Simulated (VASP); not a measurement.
# FePHO3 (Cc) in VASP: single point with r2SCAN

Aim: the single point of FePHO3 with r2SCAN.

Program: VASP 6.6.1. These are calculated values, not measurements. Logs are shortened: lines on timing, memory, paths and dates and some standing lists are left out, and cuts for length are marked.

## 1. Starting point

The structure is monoclinic, space group Cc (No. 9). Conventional cell: a = 6.599 Å, b = 11.515 Å, c = 4.366 Å, α = 90.00°, β = 120.93°, γ = 90.00°. Fe (site symmetry 1) has 3 O at 1.97 to 2.04 Å as nearest neighbours. Around P (site symmetry 1) lie 1 H at 1.29 Å and 3 O at 1.42 to 1.43 Å. O (site symmetry 1) has 1 P at 1.42 Å as nearest neighbours. O (site symmetry 1) has 1 P at 1.43 Å as nearest neighbours. O (site symmetry 1) has 1 P at 1.42 Å as nearest neighbours. Around H (site symmetry 1) lie 1 P at 1.29 Å.

The cell was built by a generator and needn't be a form met in nature.

## 2. Single point, r2SCAN

Contents of POSCAR:

```
FePHO3
1.0
    4.3545920600      0.0000000000      3.7454670300
    3.2994362200     -5.7573781700      0.0000000000
    2.2442803700      0.0000000000     -3.7454670300
Fe P O H
2 2 6 2
Direct
    0.7560800000      0.2707600000      0.8278100000
    0.0268400000      0.7292400000      0.5985700000
    0.3644400000      0.2783200000      0.2566400000
    0.6427600000      0.7216800000      0.0349600000
    0.5957000000      0.1586000000      0.1785000000
    0.7543000000      0.8414000000      0.8371000000
    0.1453000000      0.4368000000      0.9722000000
    0.5821000000      0.5632000000      0.9090000000
    0.4087000000      0.3864000000      0.4878000000
    0.7951000000      0.6136000000      0.3742000000
    0.2660690000      0.1426950000      0.3794750000
    0.4087640000      0.8573050000      0.0221700000
```

Contents of INCAR.step1:

```
SYSTEM = FePHO3
ALGO = Normal
EDIFF = 1E-4
ENCUT = 520
GGA = PE
ISMEAR = 0
LASPH = .True.
LCHARG = .False.
LREAL = .False.
LWAVE = .True.
NBANDS = 44
NELM = 100
PREC = Accurate
SIGMA = 0.1077
```

Contents of INCAR.step2:

```
SYSTEM = FePHO3
ALGO = Normal
EDIFF = 1E-6
ENCUT = 520
ISIF = 2
ISMEAR = 0
ISTART = 1
LASPH = .True.
LCHARG = .False.
LMIXTAU = .True.
LREAL = .False.
LWAVE = .False.
METAGGA = R2SCAN
NBANDS = 44
NELM = 100
PREC = Accurate
SIGMA = 0.1077
```

Contents of KPOINTS:

```
k-points
0
Gamma
  5 5 5
  0 0 0
```

Potentials or basis: VASP PAW PBE potentials, release 64 (Fe, P, O, H).

On the command line:

```bash
$ cat potpaw_PBE.64/Fe/POTCAR potpaw_PBE.64/P/POTCAR potpaw_PBE.64/O/POTCAR potpaw_PBE.64/H/POTCAR > POTCAR
$ cp INCAR.step1 INCAR
$ mpirun -np 1 vasp_std > vasp.out
$ cp INCAR.step2 INCAR
$ mpirun -np 1 vasp_std > vasp.out
```

OUTCAR:

```text
SYSTEM = FePHO3
   EDIFF = 1E-6
   ENCUT = 520
   ISIF = 2
   ISMEAR = 0
   ISTART = 1
   LASPH = .True.
   LREAL = .False.
   METAGGA = R2SCAN
   NELM = 100
   PREC = Accurate

 ion  position               nearest neighbor table
   1  0.756  0.271  0.828-   8 1.97   9 2.01   5 2.04   3 3.04
   2  0.027  0.729  0.599-   7 1.97  10 2.01   6 2.04   4 3.04
   3  0.364  0.278  0.257-  11 1.29   5 1.42   9 1.42   7 1.43   1 3.04
   4  0.643  0.722  0.035-  12 1.29   6 1.42  10 1.42   8 1.43   2 3.04
   5  0.596  0.159  0.178-   3 1.42   1 2.04
   6  0.754  0.841  0.837-   4 1.42   2 2.04
   7  0.145  0.437  0.972-   3 1.43   2 1.97
   8  0.582  0.563  0.909-   4 1.43   1 1.97
   9  0.409  0.386  0.488-   3 1.42   1 2.01
  10  0.795  0.614  0.374-   4 1.42   2 2.01
  11  0.266  0.143  0.379-   3 1.29
  12  0.409  0.857  0.022-   4 1.29

  LATTYP: Found a base centered monoclinic cell.
 ALAT       =     6.5988724300
 B/A-ratio  =     1.7449581670
 C/A-ratio  =     0.6616865245
 COS(beta)  =    -0.5139904953

  Lattice vectors:

 A1 = (  -3.2994362100,  -5.7573781700,   0.0000000000)
 A2 = (  -3.2994362200,   5.7573781700,   0.0000000000)
 A3 = (   2.2442803700,   0.0000000000,  -3.7454670300)

Analysis of symmetry for initial positions (statically):
=====================================================================
 Subroutine PRICEL returns:
 Original cell was already a primitive cell.

 Routine SETGRP: Setting up the symmetry group for a
 base centered monoclinic supercell.

 Subroutine GETGRP returns: Found  2 space group operations
 (whereof  1 operations were pure point group operations)
 out of a pool of  4 trial point group operations.

The static configuration has the point symmetry C_1 .
 The point group associated with its full space group is C_1h.

Analysis of symmetry for dynamics (positions and initial velocities):
=====================================================================
 Subroutine PRICEL returns:
 Original cell was already a primitive cell.

 Routine SETGRP: Setting up the symmetry group for a
 base centered monoclinic supercell.

 Subroutine GETGRP returns: Found  2 space group operations
 (whereof  1 operations were pure point group operations)
 out of a pool of  4 trial point group operations.

The dynamic configuration has the point symmetry C_1 .
 The point group associated with its full space group is C_1h.

 Subroutine INISYM returns: Found  2 space group operations
 (whereof  1 operations are pure point group operations),
 and found     1 'primitive' translations

----------------------------------------------------------------------------------------

                                     Primitive cell

  volume of cell :     142.2985

  direct lattice vectors                    reciprocal lattice vectors
     4.354592060  0.000000000  3.745467030     0.151541041  0.086845086  0.090803251
     3.299436220 -5.757378170  0.000000000     0.000000000 -0.173690171  0.000000000
     2.244280370  0.000000000 -3.745467030     0.151541041  0.086845086 -0.176186150

  length of vectors
     5.743778833  6.635788029  4.366384964     0.196855243  0.173690171  0.248089330

  position of ions in fractional coordinates (direct lattice)
     0.756080000  0.270760000  0.827810000
     0.026840000  0.729240000  0.598570000
     0.364440000  0.278320000  0.256640000
     0.642760000  0.721680000  0.034960000
     0.595700000  0.158600000  0.178500000
     0.754300000  0.841400000  0.837100000
     0.145300000  0.436800000  0.972200000
     0.582100000  0.563200000  0.909000000
     0.408700000  0.386400000  0.487800000
     0.795100000  0.613600000  0.374200000
     0.266069000  0.142695000  0.379475000
     0.408764000  0.857305000  0.022170000

  ion indices of the primitive-cell ions
   primitive index   ion index
                 1           1
                 2           2
                 3           3
                 4           4
                 5           5
                 6           6
                 7           7
                 8           8
                 9           9
                10          10
                11          11
                12          12

----------------------------------------------------------------------------------------

 KPOINTS: k-points

Automatic generation of k-mesh.
 Grid dimensions read from file:
 generate k-points for:    5    5    5

 Generating k-lattice:

  Cartesian coordinates                     Fractional coordinates (reciprocal lattice)
     0.030308208  0.017369017  0.018160650     0.200000000  0.000000000  0.000000000
     0.000000000 -0.034738034  0.000000000     0.000000000  0.200000000  0.000000000
     0.030308208  0.017369017 -0.035237230     0.000000000  0.000000000  0.200000000

  Length of vectors
     0.039371049  0.034738034  0.049617866

  Shift w.r.t. Gamma in fractional coordinates (k-lattice)
     0.000000000  0.000000000  0.000000000

 Subroutine IBZKPT returns following result:
 ===========================================

 Found     39 irreducible k-points:

 Following reciprocal coordinates:
            Coordinates               Weight
  0.000000  0.000000  0.000000      1.000000
  0.200000  0.000000 -0.000000      4.000000
  0.400000 -0.000000  0.000000      4.000000
  0.000000  0.200000  0.000000      2.000000
  0.400000  0.200000  0.000000      2.000000
 -0.400000  0.200000  0.000000      4.000000
[... 16 lines left out ...]
  0.200000 -0.400000  0.200000      4.000000
  0.400000 -0.200000  0.200000      2.000000
 [... further k-points ...]
   k-points           NKPTS =     39   k-points in BZ     NKDIM =     39   number of bands    NBANDS=     44
   number of dos      NEDOS =    301   number of ions     NIONS =     12
   total plane-waves  NPLWV =  76800
   dimension x,y,z NGX =    48 NGY =   50 NGZ =   32
   dimension x,y,z NGXF=    96 NGYF=  100 NGZF=   64
   ions per type =               2   2   6   2
   NGX,Y,Z   is equivalent  to a cutoff of  13.89, 12.53, 12.18 a.u.
   NGXF,Y,Z  is equivalent  to a cutoff of  27.79, 25.05, 24.37 a.u.
 SYSTEM =  FePHO3
   PREC   = accura    normal or accurate (medium, high low for compatibility)
   ISTART =      1    job   : 0-new  1-cont  2-samecut
   ICHARG =      0    charge: 1-file 2-atom 10-const
   ISPIN  =      1    spin polarized calculation?
   LNONCOLLINEAR =      F non collinear calculations
   LSORBIT =      F    spin-orbit coupling
   LASPH  =      T    aspherical Exc in radial PAW
   ENCUT  =  520.0 eV  38.22 Ry    6.18 a.u.  10.68 12.34  8.12*2*pi/ulx,y,z
   NELM   =    100;   NELMIN=  2; NELMDL=  0     # of ELM steps
   EDIFF  = 0.1E-05   stopping-criterion for ELM
   LREAL  =      F    real-space projection
   EDIFFG = 0.1E-04   stopping-criterion for IOM
   NSW    =      0    number of steps for IOM
   IBRION =     -1    ionic relax: 0-MD 1-quasi-New 2-CG
   NFREE  =      0    steps in history (QN), initial steepest desc. (CG)
   ISIF   =      2    stress and relaxation
   ISYM   =      2    0-nonsym 1-usesym 2-fastsym
   POTIM  = 0.5000    time-step for ionic-motion
   TEBEG  =    0.0;   TEEND  =   0.0 temperature during run
   PSTRESS=    0.0 pullay stress
   NELECT =      64.0000    total number of electrons
   NUPDOWN=      -1.0000    fix difference up-down
   EMIN   =  10.00;   EMAX   =-10.00  energy-range for DOS
   EFERMI =   0.00;   METHOD = LEGACY
   ISMEAR =     0;   SIGMA  =   0.11  broadening in eV -4-tet -1-fermi 0-gaus
   EFERMI_NEDOS =   21; number of points for ismear=-14 and -15
   IALGO  =     38    algorithm
   IMIX   =      4    mixing-type and parameters
     AMIX     =   0.40;   BMIX     =  1.00
     AMIX_MAG =   1.60;   BMIX_MAG =  1.00
  volume/ion in A,a.u.               =      11.86        80.02
  Fermi-wavevector in a.u.,A,eV,Ry     =   1.254300  2.370283 21.405609  1.573268
  Thomas-Fermi vector in A             =   2.388111
   LORBIT       =      0    0 simple, 1 ext, 2 COOP (PROOUT), +10 PAW based schemes
   METAGGA = R2SCAN    functional components
   LHFCALC =     F    Hartree Fock is set to
   AEXX    =    0.0000 exact exchange contribution
   IVDW    =     0    specifies the selected vdW correction
   LEPSILON=     F    determine dielectric tensor
   LRPA    =     F    only Hartree local field effects (RPA)
 non-spin polarized calculation
 Gauss-broadening in eV      SIGMA  =   0.11
  energy-cutoff  :      520.00
  volume of cell :      142.30
 maximum number of plane-waves:      3852
 NGX is ok and might be reduce to    48
   NGX = 21   NGY = 25   NGZ = 17

 number of electron      63.9999998 magnetization

 Free energy of the ion-electron system (eV)
  ---------------------------------------------------
  ext. energy  EPLUGINS =         0.00000000
  ---------------------------------------------------
  free energy    TOTEN  =       -98.60476255 eV

  energy without entropy =      -98.60476255  energy(sigma->0) =      -98.60476255

 E-fermi :   2.3572     XC(G=0):  -9.8966

 val. band max:        1.8656953675   @ k =  -0.2000   0.0000   0.2000
 cond. band min:       3.2260250099   @ k =   0.0000   0.0000   0.0000
 fundamental gap:      1.3603296423
 Fermi energy:         2.3571510533

 k-point     1 :       0.0000    0.0000    0.0000
  band No.  band energies     occupation
      1     -21.5222      2.00000
      2     -21.0886      2.00000
      3     -18.8024      2.00000
      4     -18.7373      2.00000
      5     -18.6158      2.00000
      6     -18.5748      2.00000
[... 36 lines left out ...]
     43      11.2196      0.00000
     44      11.9012      0.00000
[... 1040 lines left out ...]
      4     -18.7578      2.00000
      5     -18.6474      2.00000
      6     -18.5968      2.00000
[... 36 lines left out ...]
     43      11.1998      0.00000
     44      11.8813      0.00000

 [... further k-points ...]

------------------------ aborting loop because EDIFF is reached ----------------------------------------

  FORCE on cell =-STRESS in cart. coord.  units (eV):
  Direction    XX          YY          ZZ          XY          YZ          ZX
  --------------------------------------------------------------------------------------
  -------------------------------------------------------------------------------------
  Total       18.7797763     13.5591101     15.6521185     -0.0000000      0.0000000     -6.3502876
  in kB      211.4465139    152.6656396    176.2313798     -0.0000001      0.0000000    -71.4995832
  external PRESSURE =     180.1145111 kB  Pullay stress =       0.0000000 kB

 VOLUME and BASIS-vectors are now :
 -----------------------------------------------------------------------------
  energy-cutoff  :      520.00
  volume of cell :      142.30
      direct lattice vectors                 reciprocal lattice vectors
     4.354592060  0.000000000  3.745467030     0.151541041  0.086845086  0.090803251
     3.299436220 -5.757378170  0.000000000     0.000000000 -0.173690171  0.000000000
     2.244280370  0.000000000 -3.745467030     0.151541041  0.086845086 -0.176186150

 POSITION                                       TOTAL-FORCE (eV/Angst)
 -----------------------------------------------------------------------------------
      6.04361     -1.55887     -0.26866        -1.587923     -2.304891     -2.153514
      3.86632     -4.19851     -2.14140        -1.587923      2.304891     -2.153514
      3.08126     -1.60239      0.40376        -1.232666      0.583155     -0.619868
      5.25855     -4.15498      2.27649        -1.232666     -0.583155     -0.619868
      3.51793     -0.91312      1.56261         2.827835      4.393535      6.664446
      7.93950     -4.84426     -0.31012         2.827835     -4.393535      6.664446
      4.25581     -2.51482     -3.09713        -5.104830     -4.609720      1.734214
      6.43310     -3.24256     -1.22439        -5.104830      4.609720      1.734214
      4.14938     -2.22465     -0.29627         6.437780     -2.891384     -3.504578
      6.32668     -3.53273      1.57647         6.437780      2.891384     -3.504578
      2.48108     -0.82155     -0.42476        -1.340196      2.788518     -2.120701
      4.65838     -4.93583      1.44798        -1.340196     -2.788518     -2.120701
 -----------------------------------------------------------------------------------
    total drift:                               -0.001436     -0.000190      0.005652

  FREE ENERGIE OF THE ION-ELECTRON SYSTEM (eV)
  ---------------------------------------------------
  free  energy   TOTEN  =       -98.6047625548 eV

  energy  without entropy=      -98.6047625548  energy(sigma->0) =      -98.60476255
```

Wall time 9.3 min (1 thread of Intel Xeon 6975P-C (Granite Rapids), shared host); peak memory 0.42 GiB.

What came out:

```
Free energy            : -98.6048 eV
Pressure               : 18.0 GPa
Largest force          : 8.468 eV/Å
Band gap on the k mesh : 1.36 eV, indirect (least direct gap 1.37 eV)
```

Forces on the atoms (eV/Å):
```
Fe  -1.588 -2.305 -2.154
Fe  -1.588  2.305 -2.154
P   -1.233  0.583 -0.620
P   -1.233 -0.583 -0.620
O    2.828  4.394  6.664
O    2.828 -4.394  6.664
O   -5.105 -4.610  1.734
O   -5.105  4.610  1.734
O    6.438 -2.891 -3.505
O    6.438  2.891 -3.505
H   -1.340  2.789 -2.121
H   -1.340 -2.789 -2.121
```

Stress tensor (GPa, compression positive):
```
21.14  0.00 -7.15
 0.00 15.27  0.00
-7.15  0.00 17.62
```

Caveat: so large a pressure means that the cell lies far from this level's equilibrium, or that cutoff or potentials fall short; the potentials were made for another functional, which shifts forces and pressure; an odd mesh through Γ misses points on the zone boundary, where band edges often lie.
